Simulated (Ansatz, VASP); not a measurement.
# MnO (Manganosite): VASP beside Ansatz, part 2 of 2

Wanted: the spread between two codes on one cell, functional and k mesh. The cell is taken from a series of runs on this material, whose earlier steps may have relaxed, scaled, displaced or heated it; both programs get it as it stands.

VASP 6.6.1 and Ansatz 0.2.0.

So far: Starting point; Ansatz: relaxation of cell and atoms, PBE with D3(BJ).

## Step 3: VASP: relaxation of cell and atoms, PBE with D3(BJ)

Level of this step: PBE with D3(BJ), spin-polarised from a ferromagnetic start; plane waves and PAW (Mn_pv, O) (VASP).

The same cell, functional, mesh and smearing now go to VASP, with its own data sets.

Lines of VASP's logs that name or quote its potential files are left out, and so is its time.

File INCAR:

```
SYSTEM = MnO
PREC = Accurate
ENCUT = 600
EDIFF = 1E-07
NELM = 200
ISMEAR = -1
SIGMA = 0.05
LREAL = .FALSE.
ALGO = Normal
GGA = PE
IVDW = 12
NBANDS = 19
ISPIN = 2
MAGMOM = 4.07 0.24
LASPH = .TRUE.
LMAXMIX = 4
LORBIT = 11
LWAVE = .FALSE.
LCHARG = .FALSE.
ISIF = 3
IBRION = 2
NSW = 80
EDIFFG = -0.005
GGA_COMPAT = .FALSE.
NELMIN = 4
```

File POSCAR:

```
MnO
1.0
    0.0000000000      2.2230000000      2.2230000000
    2.2230000000      0.0000000000      2.2230000000
    2.2230000000      2.2230000000      0.0000000000
Mn O
1 1
Direct
    0.0000000000      0.0000000000      0.0000000000
    0.5000000000      0.5000000000      0.5000000000
```

File KPOINTS:

```
Automatic mesh
0
Gamma
10 10 10
0 0 0
```

PAW data sets: Mn_pv and O (PBE family, release 64).

Launch:

```console
$ mpirun -np 1 vasp_std
```

Numbers of over 12 decimals in the logs are rounded to 6 here.

The log of the run:

```text
[banner, memory and clock lines left out]
running    1 mpi-ranks, on    1 nodes
 distrk:  each k-point on    1 cores,    1 groups
 distr:  one band on    1 cores,    1 groups

 POSCAR found type information on POSCAR MnO
 POSCAR found :  2 types and       2 ions
 LDA part: xc-table for (Slater+PW92), standard interpolation
 POSCAR, INCAR and KPOINTS ok, starting setup
 FFT: planning ... GRIDC
 FFT: planning ... GRID_SOFT
 FFT: planning ... GRID
 WAVECAR not read
 entering main loop
       N       E                     dE             d eps       ncg     rms          rms(c)
DAV:   1     0.180763812438E+03    0.18076E+03   -0.11420E+04  3588   0.130E+03
DAV:   2    -0.940434160135E+01   -0.19017E+03   -0.17765E+03  3712   0.356E+02
DAV:   3    -0.186508457205E+02   -0.92465E+01   -0.91435E+01  3941   0.846E+01
DAV:   4    -0.187265942472E+02   -0.75749E-01   -0.75730E-01  3929   0.788E+00
DAV:   5    -0.187272737373E+02   -0.67949E-03   -0.67948E-03  3953   0.759E-01    0.137E+01
DAV:   6    -0.167092495829E+02    0.20180E+01   -0.10268E+01  4723   0.361E+01    0.131E+01
DAV:   7    -0.164171853179E+02    0.29206E+00   -0.13199E+00  4030   0.170E+01    0.790E+00
DAV:   8    -0.164191429097E+02   -0.19576E-02   -0.12749E-01  3803   0.275E+00    0.468E+00
DAV:   9    -0.164053081216E+02    0.13835E-01   -0.41839E-02  3713   0.224E+00    0.124E+00
DAV:  10    -0.164073284834E+02   -0.20204E-02   -0.77251E-03  3866   0.105E+00    0.319E-01
DAV:  11    -0.164079285896E+02   -0.60011E-03   -0.10419E-03  3947   0.333E-01    0.119E-01
DAV:  12    -0.164079972371E+02   -0.68648E-04   -0.71386E-05  3951   0.107E-01    0.462E-02
DAV:  13    -0.164080084427E+02   -0.11206E-04   -0.13068E-05  3860   0.323E-02    0.349E-02
DAV:  14    -0.164080167557E+02   -0.83130E-05   -0.62024E-06  3824   0.211E-02    0.704E-03
DAV:  15    -0.164080167162E+02    0.39531E-07   -0.41934E-07  3935   0.599E-03
   1 F= -.16916282E+02 E0= -.16912675E+02  d E =-.169163E+02  mag=     4.7908
[... from here on, the cycles between the ionic steps are left out ...]
   2 F= 0.40589727E+03 E0= 0.40593156E+03  d E =0.422814E+03  mag=    -7.0000
   6 F= -.16899601E+02 E0= -.16897405E+02  d E =0.166815E-01  mag=    -4.9463
   7 F= -.16977198E+02 E0= -.16973957E+02  d E =-.609151E-01  mag=    -4.8655
   8 F= -.17005414E+02 E0= -.17002073E+02  d E =-.891316E-01  mag=    -4.8177
   9 F= -.17016374E+02 E0= -.17013043E+02  d E =-.100091E+00  mag=    -4.8037
  10 F= -.17020690E+02 E0= -.17017272E+02  d E =-.104408E+00  mag=    -4.7979
  11 F= -.17016507E+02 E0= -.17013009E+02  d E =-.100225E+00  mag=    -4.7947
  12 F= -.17020771E+02 E0= -.17017348E+02  d E =-.104488E+00  mag=    -4.7977
  13 F= -.17020870E+02 E0= -.17017423E+02  d E =-.104588E+00  mag=    -4.7967
  14 F= -.17020908E+02 E0= -.17017472E+02  d E =-.104626E+00  mag=    -4.7971
 curvature:  -0.01 expect dE=-0.558E-05 dE for cont linesearch -0.558E-05
 ZBRENT: interpolating
 opt :   0.0010  next Energy=   -17.020912 (dE=-0.105E+00)
 bond charge predicted
       N       E                     dE             d eps       ncg     rms          rms(c)
DAV:   1    -0.164079430842E+02   -0.93057E-05   -0.35979E-05  3872   0.807E-02    0.156E-02
DAV:   2    -0.164079404712E+02    0.26130E-05   -0.44351E-06  3848   0.296E-02    0.132E-02
DAV:   3    -0.164079404378E+02    0.33463E-07   -0.47994E-07  3635   0.689E-03    0.464E-03
DAV:   4    -0.164079404442E+02   -0.64424E-08   -0.14390E-08  1921   0.101E-03
  15 F= -.17020913E+02 E0= -.17017475E+02  d E =-.104631E+00  mag=    -4.7970
 curvature:  -0.01 expect dE=-0.411E-07 dE for cont linesearch -0.411E-07
 trial: gam= 0.00000 g(F)=  0.228E-59 g(S)=  0.515E-05 ort =-0.423E-01 (trialstep = 0.800E+00)
 search vector abs. value=  0.515E-05
 reached required accuracy - stopping structural energy minimisation
```

OUTCAR, selected parts (step 3):

```text
ion  position               nearest neighbor table
   1  0.000  0.000  0.000-   2 2.22   2 2.22   2 2.22   2 2.22   2 2.22   2 2.22
   2  0.500  0.500  0.500-   1 2.22   1 2.22   1 2.22   1 2.22   1 2.22   1 2.22

  LATTYP: Found a face centered cubic cell.
 ALAT       =     4.4460000000

 Subroutine GETGRP returns: Found 48 space group operations
 (whereof 48 operations were pure point group operations)

The static configuration has the point symmetry O_h .

 Found     47 irreducible k-points:

   k-points           NKPTS =     47   k-points in BZ     NKDIM =     47   number of bands    NBANDS=     19

   dimension x,y,z NGX =    28 NGY =   28 NGZ =   28
   dimension x,y,z NGXF=    56 NGYF=   56 NGZF=   56

   ENCUT  =  600.0 eV  44.10 Ry    6.64 a.u.   6.28  6.28  6.28*2*pi/ulx,y,z

   NELECT =      19.0000    total number of electrons

 k-points in reciprocal lattice and weights: Automatic mesh
   0.00000000  0.00000000  0.00000000       0.001
   0.10000000  0.00000000  0.00000000       0.008
   0.20000000  0.00000000  0.00000000       0.008
   0.30000000  0.00000000  0.00000000       0.008
   0.40000000  0.00000000  0.00000000       0.008
   0.50000000  0.00000000  0.00000000       0.004
   0.10000000  0.10000000  0.00000000       0.006
   0.20000000  0.10000000  0.00000000       0.024
   0.30000000  0.10000000  0.00000000       0.024
[...]
-0.30000000  0.40000000  0.20000000       0.024
  -0.30000000  0.50000000  0.20000000       0.012

 Edisp (eV)   -0.61297

 average (electrostatic) potential at core
       1 -67.3387       2 -68.9353

 E-fermi :   7.4684

 spin component 1
 k-point     1 :       0.0000    0.0000    0.0000
  band No.  band energies     occupation
    ...
      3     -38.2135      1.00000
      4     -12.3002      1.00000
      5       4.1473      1.00000
      6       4.1473      1.00000
      7       4.1473      1.00000
      8       8.2418      0.00000
      9       8.2418      0.00000
     10       8.2418      0.00000
     11       8.2577      0.00000
     12       8.8632      0.00000
    ...

 k-point     2 :       0.1000    0.0000    0.0000
  band No.  band energies     occupation
    ...
      3     -38.2144      1.00000
      4     -12.2185      1.00000
      5       3.5433      1.00000
      6       3.9560      1.00000
      7       3.9560      1.00000
      8       8.2820      0.00000
      9       8.3577      0.00000
     10       8.3577      0.00000
     11       8.8913      0.00000
     12       9.1048      0.00000
    ...

 k-point     3 :       0.2000    0.0000    0.0000
  band No.  band energies     occupation
    ...
      3     -38.2168      1.00000
      4     -11.9973      1.00000
      5       2.3667      1.00000
      6       3.5267      1.00000
      7       3.5267      1.00000
      8       8.4343      0.00000
      9       8.6488      0.00000
     10       8.6488      0.00000
     11       9.6968      0.00000
     12       9.6968      0.00000
    ...

 k-point     4 :       0.3000    0.0000    0.0000
  band No.  band energies     occupation
    ...
      3     -38.2198      1.00000
      4     -11.7071      1.00000
      5       1.2385      1.00000
      6       3.0881      1.00000
      7       3.0881      1.00000
      8       8.7516      0.00000
      9       9.0176      0.00000
     10       9.0176      0.00000
     11      10.3736      0.00000
     12      10.3736      0.00000
    ...

 k-point     5 :       0.4000    0.0000    0.0000
  band No.  band energies     occupation
    ...
      3     -38.2222      1.00000
      4     -11.4561      1.00000
      5       0.4457      1.00000
      6       2.7816      1.00000
      7       2.7816      1.00000
      8       9.1789      0.00000
      9       9.3336      0.00000
     10       9.3336      0.00000
     11      10.9062      0.00000
     12      10.9062      0.00000
    ...

 k-point     6 :       0.5000    0.0000    0.0000
  band No.  band energies     occupation
    ...
      3     -38.2231      1.00000
      4     -11.3557      1.00000
      5       0.1597      1.00000
      6       2.6729      1.00000
      7       2.6729      1.00000
      8       9.4164      0.00000
      9       9.4592      0.00000
     10       9.4592      0.00000
     11      11.1119      0.00000
     12      11.1119      0.00000
    ...

 Edisp (eV)   -0.61297

  Total      -0.00843    -0.00843    -0.00843     0.00000    -0.00000     0.00000
  in kB      -0.61184    -0.61184    -0.61184     0.00000    -0.00000     0.00000
  external pressure =       -0.61 kB  Pullay stress =        0.00 kB

  energy-cutoff  :      600.00
  volume of cell :       22.08
      direct lattice vectors                 reciprocal lattice vectors
    -0.000000000  2.226815512  2.226815512    -0.224535889  0.224535889  0.224535889
     2.226815512 -0.000000000  2.226815512     0.224535889 -0.224535889  0.224535889
     2.226815512  2.226815512 -0.000000000     0.224535889  0.224535889 -0.224535889

 POSITION                                       TOTAL-FORCE (eV/Angst)
 -----------------------------------------------------------------------------------
      0.00000      0.00000      0.00000         0.000000     -0.000000     -0.000000
      2.22682      2.22682      2.22682        -0.000000      0.000000      0.000000
 -----------------------------------------------------------------------------------
    total drift:                                0.000000      0.000000      0.000000

  FREE ENERGIE OF THE ION-ELECTRON SYSTEM (eV)
  ---------------------------------------------------
  free  energy   TOTEN  =       -17.0209132570 eV

  energy  without entropy=      -17.0140359455  energy(sigma->0) =      -17.01747460

 reached required accuracy - stopping structural energy minimisation

 total charge
# of ion       s       p       d       tot
------------------------------------------
    1        0.202   6.175   4.972  11.349
    2        1.557   3.416   0.000   4.973
--------------------------------------------------
tot          1.759   9.590   4.972  16.321

 magnetization (x)
# of ion       s       p       d       tot
------------------------------------------
    1       -0.034  -0.026  -4.292  -4.352
    2       -0.030  -0.175   0.000  -0.205
--------------------------------------------------
tot         -0.064  -0.201  -4.292  -4.556

[... 6 further parts left out ...]
```

CONTCAR:

```
MnO
   1.00000000000000
    -0.0000000000000000    2.2268155123567448    2.2268155123567448
     2.2268155123567448   -0.0000000000000000    2.2268155123567448
     2.2268155123567448    2.2268155123567448   -0.0000000000000000
  Mn              O
     1     1
Direct
     0.0000000000000000    0.0000000000000000    0.0000000000000000
     0.5000000000000000    0.5000000000000000    0.5000000000000000
```

The cell holds one magnetic atom, so no antiferromagnetic order fits into it. Oxides and halides of Mn are often magnetic insulators, and a metal at this level, without U or exact exchange, may be an artefact.

## Step 4: Differences

Known differences besides the potentials themselves: VASP starts from the moments at which Ansatz ended; the data sets hold 21 valence electrons in Ansatz (on its default PAW (the set named soft_2) files) and 19 in VASP; the cutoff is 420 eV in Ansatz and 600 eV in VASP; Ansatz adds a Pulay correction to the stress that steers its cell, VASP none; site moments are counted in spheres of each program's own size. Total energies have different zeros and are not compared.

Both answers:

```tsv
quantity	Ansatz	VASP	difference
volume (Å³)	22.08	22.08	+0.00 %
edge a after relaxation, in the typed setting (Å)	3.149	3.149	+0.00 %
total moment (μB)	-4.80	-4.80	0.00
moment on Mn1 (μB)	-4.07	-4.35	+0.28
moment on O2 (μB)	-0.23	-0.20	-0.03
```

Without spin-orbit coupling the overall direction of the spins is arbitrary; the signs of Ansatz's moments are turned here to match VASP's.

## Step 5: Results

```json
{
 "difference in volume (relaxation of cell and atoms, PBE with D3(BJ))": "-0.0019 %"
}
```

The difference in volume is -0.0019 % (relaxation of cell and atoms, PBE with D3(BJ)), within the 1.2 % picked in this series as the mark of a large difference, as far as the stopping tolerances let one tell. The data sets hold unlike numbers of valence electrons (21 in Ansatz and 19 in VASP), so part of the differences may come from the potentials. Such differences can come from data sets, numerical settings and the points named under the comparisons, not from the functional's error against experiment.

[Lines on the potential files, build, host, timing and source positions are cut from VASP's logs without a mark.]

[Logs are printed without paths, hosts, clocks, repeated set-up lines and the standing remarks that a program may print on its own settings, such as how far it seeks lower states.]

[Hosts, paths, dates, database ids (printed as entryN), source tags and the programs' standing remarks are cut or masked in the printed files.]
